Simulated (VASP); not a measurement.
MgTe (zinc blende), at 0.96 of the tabulated volume:

```
MgTe
1.0
    0.00000     3.16662     3.16662
    3.16662     0.00000     3.16662
    3.16662     3.16662     0.00000
Mg Te
1 1
Direct
  0.00000   0.00000   0.00000
  0.25000   0.25000   0.25000
```

The lowest empty band near Γ, direction [100], from PBE with spin-orbit coupling in VASP (PAW); its two spin partners are averaged. The gap over the points computed is 2.42 eV, and the next band on that side lies 2.84 eV away at the edge.

Numerical set-up: 400 eV cut-off, 8×8×8 Γ-centred mesh, Gaussian smearing of 0.050 eV, potentials Mg Te.

```json
[
 {"distance from the edge in k (1/Å)": "0.012", "distance in energy (meV)": "3.3"},
 {"distance from the edge in k (1/Å)": "0.018", "distance in energy (meV)": "7.2"},
 {"distance from the edge in k (1/Å)": "0.025", "distance in energy (meV)": "13.9"},
 {"distance from the edge in k (1/Å)": "0.035", "distance in energy (meV)": "27.0"},
 {"distance from the edge in k (1/Å)": "0.050", "distance in energy (meV)": "54.6"},
 {"distance from the edge in k (1/Å)": "0.070", "distance in energy (meV)": "104.9"}
]
```

Task: Fit E(1 + αE) = ħ²k²/2m* (ħ²/2m0 = 3.810 eV Å²) and predict the row at 0.095 1/Å.

Result: Least squares on the energies gives the electron mass m* = 0.171 m0 and α = 0.41 per eV, and so 187.2 meV. The run gave 187.4 meV, +0.2 meV from the fit.

Left out are points under 3 meV from the edge, since the levels carry 0.1 meV, and points farther than half the way to the next band.

The compound is MgTe in the zinc blende structure, whereas wurtzite is the usual form. The cell was not relaxed at this level.
